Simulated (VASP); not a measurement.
All values below come from vdW-DF-cx, VASP's PBE PAW potentials (set 64) (plane waves; VASP 6.6.1).

Input for VASP

**KPOINTS**
```
Automatic mesh
0
Gamma
10 10 10
0 0 0
```

File POSCAR:
```
PdIn
1.0
  3.2500000000   0.0000000000   0.0000000000
  0.0000000000   3.2500000000   0.0000000000
  0.0000000000   0.0000000000   3.2500000000
In Pd
1 1
Direct
  0.5000000000   0.5000000000   0.5000000000
  0.0000000000   0.0000000000   0.0000000000
```

INCAR:
```
! general
SYSTEM   = PdIn
PREC     = Accurate
ENCUT    = 520
LREAL    = F
LASPH    = T   ! aspherical one-centre terms

! electronic loop
EDIFF    = 1E-6   ! SCF stop (eV)
NELM     = 100   ! most electronic steps
ALGO     = Normal
LMAXMIX  = 4   ! l cut-off of mixed one-centre charges

! smearing
ISMEAR   = 1
SIGMA    = 0.1   ! width (eV)

! functional
GGA      = CX
LUSE_VDW = T
AGGAC    = 0.0

! ions
IBRION   = 2   ! conjugate gradients
NSW      = 60   ! most ionic steps
ISIF     = 3   ! ions, shape and volume
EDIFFG   = -0.01   ! ionic stop

! output
LWAVE    = F
LCHARG   = F
```

POTCAR, in this order: In_d Pd (PBE.64 set). Program: vasp_std.

Question: What will the output report for the number of irreducible k-points (NKPTS), largest plane-wave count, number of space-group operations, FFT grid (NGX, NGY, NGZ)?

Answer: 
```json
{
 "number of irreducible k-points (NKPTS)": "56",
 "largest_plane_wave_count": "952",
 "number_of_space_group_operations": "48",
 "FFT grid (NGX, NGY, NGZ)": "24 × 24 × 24"
}
```

The compound is PdIn in the CsCl type structure. This run relaxes it. Symmetry was kept, so distortions that lower it aren't found. The electron count is odd and the run is not spin-polarised, which forces a metal.
